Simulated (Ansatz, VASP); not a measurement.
# ZrTi (ZrTi in the Bh ordering): VASP beside Ansatz

One calculation is typed for both programs; each brings its own data sets. How far apart do they land? The cell is generated by rule, not measured, and may not be a known phase. Of the first pair: The cell is taken from a series of runs on this material, whose earlier steps may have relaxed, scaled, displaced or heated it; both programs get it as it stands.

Program: Ansatz 0.2.0. Level of theory: plane waves, with VASP 6.6.1 beside it; relaxation of cell and atoms at PBEsol. Results are calculated unless marked as measured.

**1. Set-up**

Symmetry: P-6m2, No. 187, hexagonal system. The conventional cell has a = 3.059 Å, b = 3.059 Å, c = 4.858 Å, α = 90.00°, β = 90.00°, γ = 120.00°. Ti has 6 Zr at 3.00 Å and 6 Ti at 3.06 Å nearest. Nearest to Zr lie 6 Ti at 3.00 Å and 6 Zr at 3.06 Å. Farther neighbours are not listed.

**2. VASP: relaxation of cell and atoms, PBEsol, pair 1**

The relaxed volume is the usual yardstick between codes: in a stiff, nearly cubic crystal its relative difference is about their pressure difference at one cell divided by the bulk modulus.

Lines of VASP's logs that name or quote its potential files are left out, and so is its time.

The input, INCAR:

```
SYSTEM = ZrTi
PREC = Accurate
ENCUT = 500
EDIFF = 1E-07
NELM = 120
ISMEAR = 1
SIGMA = 0.2
LREAL = .FALSE.
ALGO = Normal
GGA = PS
NBANDS = 18
LASPH = .TRUE.
LORBIT = 11
LWAVE = .FALSE.
LCHARG = .FALSE.
ISIF = 3
IBRION = 2
NSW = 80
EDIFFG = -0.005
GGA_COMPAT = .FALSE.
NELMIN = 4
```

The input, POSCAR:

```
ZrTi
1.0
    3.0589420000     -0.0000030000      0.0000000000
   -1.5294690000      2.6491230000      0.0000000000
    0.0000000000      0.0000000000      4.8584110000
Ti Zr
1 1
Direct
    0.3333335513      0.6666666667      0.2500000515
    0.6666668846      0.3333333334      0.7500000515
```

The input, KPOINTS:

```
Automatic mesh
0
Gamma
12 12 6
0 0 0
```

PAW data sets: Ti_sv and Zr_sv (PBE family, release 64).

Command:

```bash
> mpirun -np 1 vasp_std
```

Numbers of over 12 decimals in the logs are rounded to 6 here.

What it wrote:

```text
[banner, memory and clock lines left out]
running    1 mpi-ranks, on    1 nodes
 distrk:  each k-point on    1 cores,    1 groups
 distr:  one band on    1 cores,    1 groups

 POSCAR found type information on POSCAR TiZr
 POSCAR found :  2 types and       2 ions
|                                                                             |
|               ----> ADVICE to this user running VASP <----                  |
|                                                                             |
|     You enforced a specific xc type in the INCAR file but a different       |
|     [... a line on the potential file left out ...]
|     I HOPE YOU KNOW WHAT YOU ARE DOING!                                     |
|                                                                             |

 LDA part: xc-table for (Slater+PW92), standard interpolation
 POSCAR, INCAR and KPOINTS ok, starting setup
 FFT: planning ... GRIDC
 FFT: planning ... GRID_SOFT
 FFT: planning ... GRID
 WAVECAR not read
 entering main loop
       N       E                     dE             d eps       ncg     rms          rms(c)
DAV:   1     0.261660447974E+03    0.26166E+03   -0.12866E+04  2736   0.147E+03
DAV:   2     0.664303523152E+01   -0.25502E+03   -0.25031E+03  2814   0.430E+02
DAV:   3    -0.183318607371E+02   -0.24975E+02   -0.24616E+02  5142   0.110E+02
DAV:   4    -0.192678254664E+02   -0.93596E+00   -0.93523E+00  3226   0.222E+01
DAV:   5    -0.193082713732E+02   -0.40446E-01   -0.40436E-01  4268   0.334E+00    0.168E+01
DAV:   6    -0.194533828244E+02   -0.14511E+00   -0.39208E+01  3484   0.326E+01    0.108E+01
DAV:   7    -0.175522231068E+02    0.19012E+01   -0.27018E+01  3710   0.211E+01    0.612E+00
DAV:   8    -0.172596303931E+02    0.29259E+00   -0.20974E+00  3558   0.904E+00    0.125E+00
DAV:   9    -0.172645464455E+02   -0.49161E-02   -0.16257E-01  3784   0.248E+00    0.600E-01
DAV:  10    -0.172635383335E+02    0.10081E-02   -0.19509E-02  3484   0.101E+00    0.158E-01
DAV:  11    -0.172635343550E+02    0.39785E-05   -0.52861E-03  3704   0.487E-01    0.113E-01
DAV:  12    -0.172634115072E+02    0.12285E-03   -0.11852E-03  3914   0.150E-01    0.576E-02
DAV:  13    -0.172633929082E+02    0.18599E-04   -0.97001E-05  3036   0.680E-02    0.937E-03
DAV:  14    -0.172633917024E+02    0.12058E-05   -0.70979E-06  3604   0.186E-02    0.479E-03
DAV:  15    -0.172633919953E+02   -0.29286E-06   -0.19416E-06  3376   0.798E-03    0.324E-03
DAV:  16    -0.172633919794E+02    0.15892E-07   -0.20132E-07  1702   0.338E-03
   1 F= -.17263392E+02 E0= -.17263640E+02  d E =-.172634E+02
[...]
2 F= -.17263415E+02 E0= -.17263630E+02  d E =-.226947E-04
[...]
3 F= -.17263415E+02 E0= -.17263634E+02  d E =-.232831E-04
 curvature:  -0.44 expect dE=-0.713E-05 dE for cont linesearch -0.186E-07
 trial: gam= 0.33780 g(F)=  0.230E-39 g(S)=  0.163E-04 ort =-0.150E-05 (trialstep = 0.975E+00)
 search vector abs. value=  0.213E-04
 bond charge predicted
       N       E                     dE             d eps       ncg     rms          rms(c)
DAV:   1    -0.172635807571E+02   -0.16540E-03   -0.56265E-03  3088   0.857E-01    0.105E-01
DAV:   2    -0.172636389592E+02   -0.58202E-04   -0.29438E-03  3524   0.305E-01    0.982E-02
DAV:   3    -0.172634405492E+02    0.19841E-03   -0.17599E-03  3528   0.174E-01    0.331E-02
DAV:   4    -0.172634229846E+02    0.17565E-04   -0.11084E-04  4162   0.762E-02    0.146E-02
DAV:   5    -0.172634232480E+02   -0.26342E-06   -0.60657E-06  3414   0.206E-02    0.657E-03
DAV:   6    -0.172634236122E+02   -0.36424E-06   -0.24407E-06  4064   0.823E-03    0.391E-03
DAV:   7    -0.172634234964E+02    0.11582E-06   -0.15928E-07  2018   0.330E-03    0.164E-03
DAV:   8    -0.172634233653E+02    0.13111E-06   -0.10725E-07  1510   0.295E-03    0.373E-04
DAV:   9    -0.172634233949E+02   -0.29624E-07   -0.17635E-08  1396   0.120E-03
   4 F= -.17263423E+02 E0= -.17263626E+02  d E =-.813245E-05
 trial-energy change:   -0.000008  1 .order   -0.000008   -0.000015   -0.000001
 step:   1.0240(harm=  1.0240)  dis= 0.00000  next Energy=   -17.263423 (dE=-0.808E-05)
 reached required accuracy - stopping structural energy minimisation
```

Parts of OUTCAR (step 2):

```text
ion  position               nearest neighbor table
   1  0.333  0.667  0.250-   2 3.00   2 3.00   2 3.00   2 3.00   2 3.00   2 3.00
   2  0.667  0.333  0.750-   1 3.00   1 3.00   1 3.00   1 3.00   1 3.00   1 3.00

  LATTYP: Found a hexagonal cell.
 ALAT       =     3.0589420000
 C/A-ratio  =     1.5882651583

 Subroutine GETGRP returns: Found 12 space group operations
 (whereof  6 operations were pure point group operations)

The static configuration has the point symmetry C_3v.
 The point group associated with its full space group is D_3h.

 Found     76 irreducible k-points:

   k-points           NKPTS =     76   k-points in BZ     NKDIM =     76   number of bands    NBANDS=     18

   dimension x,y,z NGX =    24 NGY =   24 NGZ =   36
   dimension x,y,z NGXF=    48 NGYF=   48 NGZF=   72

   ENCUT  =  500.0 eV  36.75 Ry    6.06 a.u.   5.58  5.58  8.86*2*pi/ulx,y,z

   NELECT =      24.0000    total number of electrons

 k-points in reciprocal lattice and weights: Automatic mesh
   0.00000000  0.00000000  0.00000000       0.001
   0.08333333  0.00000000  0.00000000       0.007
   0.16666667  0.00000000  0.00000000       0.007
   0.25000000  0.00000000  0.00000000       0.007
   0.33333333  0.00000000  0.00000000       0.007
   0.41666667 -0.00000000  0.00000000       0.007
   0.50000000  0.00000000  0.00000000       0.003
   0.08333333  0.08333333  0.00000000       0.007
   0.16666667  0.08333333  0.00000000       0.014
[...]
0.33333333  0.25000000  0.50000000       0.014
   0.33333333  0.33333333  0.50000000       0.002

 average (electrostatic) potential at core
       1 -71.7877       2 -74.0013

 E-fermi :   8.9040

 k-point     1 :       0.0000    0.0000    0.0000
  band No.  band energies     occupation
    ...
      6     -17.5800      2.00000
      7     -16.9487      2.00000
      8     -16.9487      2.00000
      9       2.9834      2.00000
     10       5.9497      2.00000
     11       9.6655     -0.00000
     12       9.6655     -0.00000
     13       9.8216     -0.00000
     14      10.1027     -0.00000
     15      10.4296     -0.00000
    ...

 k-point     2 :       0.0833    0.0000    0.0000
  band No.  band energies     occupation
    ...
      6     -17.5703      2.00000
      7     -17.0303      2.00000
      8     -16.9666      2.00000
      9       3.1858      2.00000
     10       6.1328      2.00000
     11       9.3136     -0.01366
     12       9.6605     -0.00000
     13       9.8010     -0.00000
     14      10.0026     -0.00000
     15      10.3510     -0.00000
    ...

 k-point     3 :       0.1667    0.0000    0.0000
  band No.  band energies     occupation
    ...
      8     -17.0149      2.00000
      9       3.7533      2.00000
     10       6.5922      2.00000
     11       8.7851      1.83539
     12       8.8257      1.61004
     13       9.8209     -0.00000
     14      10.1703     -0.00000
     15      10.1763     -0.00000
     16      10.2893     -0.00000
     17      10.5966     -0.00000
    ...

  Total        0.0010239      0.0010239      0.0003553     -0.0000000      0.0000000      0.0000000
  in kB        0.0416902      0.0416902      0.0144677     -0.0000000      0.0000000      0.0000000
  external PRESSURE =       0.0326160 kB  Pullay stress =       0.0000000 kB

  energy-cutoff  :      500.00
  volume of cell :       39.35
      direct lattice vectors                 reciprocal lattice vectors
     3.060140817 -0.000003001  0.000000000     0.326782533  0.188667628 -0.000000000
    -1.530068408  2.650161207 -0.000000000     0.000000370  0.377335750 -0.000000000
     0.000000000  0.000000000  4.851846183     0.000000000  0.000000000  0.206107111

 POSITION                                       TOTAL-FORCE (eV/Angst)
 -----------------------------------------------------------------------------------
      0.00000      1.76677      1.21296        -0.000000     -0.000000      0.000000
      1.53007      0.88339      3.63888         0.000000      0.000000     -0.000000
 -----------------------------------------------------------------------------------
    total drift:                               -0.002152      0.000021      0.000056

  FREE ENERGIE OF THE ION-ELECTRON SYSTEM (eV)
  ---------------------------------------------------
  free  energy   TOTEN  =       -17.2634233949 eV

  energy  without entropy=      -17.2640305852  energy(sigma->0) =      -17.26362579

 reached required accuracy - stopping structural energy minimisation

 total charge
# of ion       s       p       d       tot
------------------------------------------
    1        2.242   6.105   1.856  10.204
    2        2.253   5.961   1.747   9.961
--------------------------------------------------
tot          4.496  12.066   3.603  20.165

[... 3 further parts left out ...]
```

**3. Ansatz: relaxation of cell and atoms, PBEsol, pair 1**

Ansatz runs on its default PAW (the set named soft_2) files.

The same cell, functional, mesh and smearing now go to Ansatz, which takes its cutoff from its data sets.

The input, input.yaml:

```yaml
crystal:
  lattice:
    - [3.0589423447, -2.8769e-06, 0.0]
    - [-1.5294686809, 2.6491232176, 0.0]
    - [0.0, 0.0, 4.858410836]
  atoms:
    - { symbol: Ti, position: [0.3333333333, 0.6666666667, 0.25] }
    - { symbol: Zr, position: [0.6666666667, 0.3333333333, 0.75] }
kpoints:
  mp_grid: { grid: [12, 12, 6] }
hamiltonian:
  xc: pbesol
scf:
  occupations: { method: methfessel_paxton, width: 0.2 }
output:
  forces: true
  stress: true
  eigenvalues: true
relax:
  adjacent_minimum: "off"
  f_tol: 0.001
  max_steps: 60
  cell: { stress_tol: 0.01 }
```

Command:

```bash
> ansatz run input.yaml --threads 4 --pin off --max-ram 8192MiB --backend cpu --events-out ev --progress --plain --runs-dir out
```

What it wrote:

```text
Engine: ansatz 0.2.0, x86_64-unknown-linux-gnu
Pseudopotentials: kind: paw
Pseudopotential: Ti, paw, valence charge 12, recommended cutoff 420 eV (normal), Ti.paw.azcp
Pseudopotential: Zr, paw, valence charge 12, recommended cutoff 420 eV (normal), Zr.paw.azcp
Functional definition: PBEsol
  exchange = pbesol_x
  correlation = pbesol_c
Crystal: 2 atoms, lattice volume = 39.370 Å³
Basis set: ecut = 420 eV, 761 PW (Γ), exchange–correlation on 48×48×72 points (8 copies of the dense FFT grid, shifted against one another)
Bands: 16, of which v1, the nominal top of the filled ones, is band 12 counted from 1 (11 counted from 0)
Symmetry: 12 space group operations
Space group: P-6m2 (ITA 187), of the structure as read, at distance tolerance 3.4e-5 Å
k-points: 76 of 864 (time reversal used)
Non-local potential: Ti, projectors of the file, l = 0: 3, l = 1: 2, l = 2: 3, l = 3: 1
Non-local potential: Zr, projectors of the file, l = 0: 3, l = 1: 2, l = 2: 2, l = 3: 2
PAW form: soft (Blöchl's): semilocal exchange-correlation on the pseudo side does not see the compensation charge
PAW frozen core: Ti, regenerated for the run's functional, and the local potential with it (the file was generated under x = pbe(κ = 0.804, μ = 0.219515), c = pbe(β = 0.066725))
PAW frozen core: Zr, regenerated for the run's functional, and the local potential with it (the file was generated under x = pbe(κ = 0.804, μ = 0.219515), c = pbe(β = 0.066725))
PAW one-centre angular grid: Ti, 590 points (default); XC on 64 Gauss nodes
PAW one-centre angular grid: Zr, 590 points (default); XC on 64 Gauss nodes
Initial density: superposition of atomic densities (neutral atoms: chi_scale 0, normalization atom), corrected by the library's trained network
Initial wavefunctions: pseudopotential atomic-orbital guess
Functional: x = pbesol(κ = 0.804, μ = 0.123457), c = pbesol(β = 0.046)
SCF iter   1: F=—  HF=-6602.380351 eV  |F-HF|=—  |Δ(HF+E_count)|=         —  Δρ=5.07e-3  dr2=8.14e-3  ethr=1.77e-3  ⟨swp⟩=4.4  Hψ=4787  notcnv=0
preconditioner: auto → none  [metal: Δε(μ)=0.014 eV  Ē_g=2.957 eV  σ=0.200 eV  W_gap=0.06  n_scr=8 (ndim 8)  ℏωp=16.7 eV  f_vac=0.000  D(μ)=2.23/eV (n_scr^D=22)  sad-step TF]
SCF iter   2: F=—  HF=-6602.378394 eV  |F-HF|=—  |Δ(HF+E_count)|=   1.96e-3  S|Δr|=    0.00e0  Δρ=2.79e-3  dr2=5.49e-3  ethr=3.39e-5  ⟨swp⟩=1.9  Hψ=2283  notcnv=0
SCF iter   3: F=—  HF=-6602.377808 eV  |F-HF|=—  |Δ(HF+E_count)|=   5.86e-4  S|Δr|=    0.00e0  Δρ=1.01e-3  dr2=7.03e-4  ethr=2.29e-5  ⟨swp⟩=2.0  Hψ=1503  notcnv=0
SCF iter   4: F=—  HF=-6602.377707 eV  |F-HF|=—  |Δ(HF+E_count)|=   1.01e-4  S|Δr|=    0.00e0  Δρ=5.62e-4  dr2=3.57e-4  ethr=2.93e-6  ⟨swp⟩=2.0  Hψ=1550  notcnv=0
SCF iter   5: F=—  HF=-6602.377684 eV  |F-HF|=—  |Δ(HF+E_count)|=   2.35e-5  S|Δr|=    0.00e0  Δρ=2.24e-4  dr2=5.33e-5  ethr=1.49e-6  ⟨swp⟩=1.0  Hψ=1216  notcnv=0
SCF iter   6: F=—  HF=-6602.377672 eV  |F-HF|=—  |Δ(HF+E_count)|=   1.15e-5  S|Δr|=    0.00e0  Δρ=5.51e-5  dr2=3.08e-6  ethr=2.22e-7  ⟨swp⟩=1.1  Hψ=1222  notcnv=0
SCF iter   7: F=-6602.377672 eV  HF=-6602.377672 eV  |F-HF|=5.06e-8  |Δ(HF+E_count)|=   2.05e-7  S|Δr|=    0.00e0  Δρ=7.27e-6  dr2=5.90e-8  ethr=4.17e-10  ⟨swp⟩=3.0  Hψ=4537  notcnv=0
SCF 1 converged in 7 iterations: F = -6602.377672 eV  dr2 = 5.90e-8
  greatest PAW one-centre occupation: 0.999 electrons in one spin orbital (limit 2), on the Ti atom at site 0 (counted from 0), in its partial waves of l = 0
relax step   1: F+E_penalty+E_count = -6602.37767198 eV  Δ(F+E_penalty+E_count) = +0.000e0 eV  max|allowed force component| = 1.388e-16 eV/Å  Δτ_max = 0.0000 Å  P = -0.026 GPa  Ω = 39.370 Å³  (7 SCF iters, dr2 threshold 1.00e-7 eV, accepted)
[...]
relax step   2: F+E_penalty+E_count = -6602.37768614 eV  Δ(F+E_penalty+E_count) = -1.417e-5 eV  max|allowed force component| = 3.701e-17 eV/Å  Δτ_max = 0.0000 Å  P = +0.035 GPa  Ω = 39.350 Å³  energy of the carried Pulay correction = +1.863e-6 eV  (4 SCF iters, dr2 threshold 3.14e-8 eV, accepted)
[...]
relax step   3: F+E_penalty+E_count = -6602.37768427 eV  Δ(F+E_penalty+E_count) = +1.872e-6 eV  max|allowed force component| = 1.897e-16 eV/Å  Δτ_max = 0.0000 Å  P = -0.029 GPa  Ω = 39.375 Å³  energy of the carried Pulay correction = -2.308e-7 eV  (4 SCF iters, dr2 threshold 4.32e-9 eV, accepted)
[...]
relax step   4: F+E_penalty+E_count = -6602.37768647 eV  Δ(F+E_penalty+E_count) = -2.200e-6 eV  max|allowed force component| = 1.480e-16 eV/Å  Δτ_max = 0.0000 Å  P = -0.000 GPa  Ω = 39.363 Å³  energy of the carried Pulay correction = +7.244e-7 eV  (4 SCF iters, dr2 threshold 2.88e-9 eV, accepted)
[...]
relax step   5: F+E_penalty+E_count = -6602.37768673 eV  Δ(F+E_penalty+E_count) = -2.615e-7 eV  max|allowed force component| = 2.128e-16 eV/Å  Δτ_max = 0.0000 Å  P = -0.000 GPa  Ω = 39.363 Å³  stress off target by 2.42e-4 GPa  SCF on the basis re-selected at this cell (its energy is not comparable with the rows above)  (4 SCF iters)
basis re-selected at this cell: Δ(F+E_penalty+E_count) = -2.615e-7 eV, ΔP = -0.000 GPa vs the last step (what re-selecting the basis moved, of the pressure what is left beyond the Pulay correction that the steps carried, after the strain that the cell walked since its last selection, with what the two solves' SCF thresholds leave and, on support functions, any second-order correction that the steps lacked; it is no m [...]
SCF converged after 4 iterations
Stability not checked: this state was not tested for a lower state beside it, because cold or Methfessel-Paxton smearing, or corrected tetrahedra, fill the levels in a way that the test cannot read (fill_not_monotonic; see scf.lower_state_search)
Free energy (F): -6602.377687 eV
Harris-Foulkes:  -6602.377687 eV  (|F-HF|=2.73e-12)
Internal energy: -6602.378299 eV  (E = F + TS)
E sigma→0 (E₀):  -6602.377840 eV
Entropy (-TS):   0.000612 eV (0.306 meV/atom)
Fermi energy:    14.090217 eV
--- Per-component energies (eV) ---
  E_band       = -241.760733
  E_kinetic    = 606.402713
  E_local      = -1430.580454  (includes V_loc(G=0)·N_el)
  E_nonlocal   = 92.080132
  E_hartree    = 527.405194
  E_xc         = -257.376432
  E_vxc        = -312.142192  (∫ρ·V_xc dr)
  E_paw        = -3922.789963  (= ΣΔE_a)
  E_vpaw       = -252.331473  (= ΣTr[D̂ρ^β])
  E_aug_tail   = 0.000145  (compensation charges beyond the density's cutoff)
  E_ewald      = -2217.824740
  E_core_change = 0.305105  (= ΣΔE_core)
  E_smearing   = 0.000612  (= −TS)
  E_closure    = 0.000000  (closes the sum)
  Σ components = -6602.377687   (vs F -6602.377687, Δ=0.00e0)
--- Forces (eV/Å), atoms counted from 1 ---
  atom   1  Ti     0.00000000    -0.00000000     0.00000000
  atom   2  Zr    -0.00000000     0.00000000     0.00000000
  max |Σ_I F_I| component: 3.15e-16 eV/Å
--- Stress (GPa, compression-positive) ---
        0.000001      -0.000000       0.000000
       -0.000000       0.000001       0.000000
        0.000000       0.000000      -0.000242
  P = ⅓ Tr σ = -0.0001 GPa (-0.001 kbar)
--- Band table (eV; the first three rows and the last of 76) ---
  k-point 0: bands = [... 8 lower, 8.1812, 11.1394, 14.8549, 14.8549, 15.0082, 15.2794, 15.6166, 15.6166]
  k-point 1: bands = [... 8 lower, 8.4242, 11.0964, 14.7645, 14.7645, 14.8010, 14.9230, 15.3388, 15.3388]
  k-point 2: bands = [... 8 lower, 9.0967, 10.7939, 14.2243, 14.5051, 14.6872, 14.6872, 15.0256, 15.0256]
  k-point 75: bands = [... 8 lower, 12.4957, 12.5074, 13.0759, 13.1481, 13.9541, 14.1643, 15.8933, 15.9775]
--- Relaxed structure (4 steps of the walk, 4 accepted, 1 SCFs on fresh bases) ---
  F+E_penalty+E_count = -6602.37768673 eV   max|allowed force component| = 2.128e-16 eV/Å   (the final SCF, on the basis selected at the relaxed cell)
  cell:  # Å, volume = 39.3634 Å³
    - [3.060042, -2.8779239728577608e-6, 0.0]
    - [-1.530019, 2.650076, 0.0]
    - [0.0, 0.0, 4.854080]
  atoms:
    - { symbol: Ti, position: [0.333333, 0.666667, 0.250000] }
    - { symbol: Zr, position: [0.666667, 0.333333, 0.750000] }
```

Reading the cycles: dr2 is the Hartree energy of the density residual (eV), the measure of convergence; HF is the Harris–Foulkes estimate of the energy, which meets the free energy F at convergence.

**4. Comparison**

Known differences besides the potentials themselves: the cutoff is 420 eV in Ansatz and 500 eV in VASP; Ansatz makes its cores anew for this functional, VASP keeps those of its PBE data sets; Ansatz adds a Pulay correction to the stress that steers its cell, VASP none. Total energies have different zeros and are not compared.

The two programs side by side:

| quantity | Ansatz | VASP | difference |
| --- | --- | --- | --- |
| volume (Å³) | 39.36 | 39.35 | +0.04 % |
| edge a after relaxation, in the typed setting (Å) | 3.060 | 3.060 | +0.00 % |
| edge c after relaxation, in the typed setting (Å) | 4.854 | 4.852 | +0.05 % |

(Continued in part 2 of 2.)

[Lines on the potential files, build, host, timing and source positions are cut from VASP's logs without a mark.]

[Logs are printed without paths, hosts, clocks, repeated set-up lines and the standing remarks that a program may print on its own settings, such as how far it seeks lower states.]

[Hosts, paths, dates, database ids (printed as entryN), source tags and the programs' standing remarks are cut or masked in the printed files.]
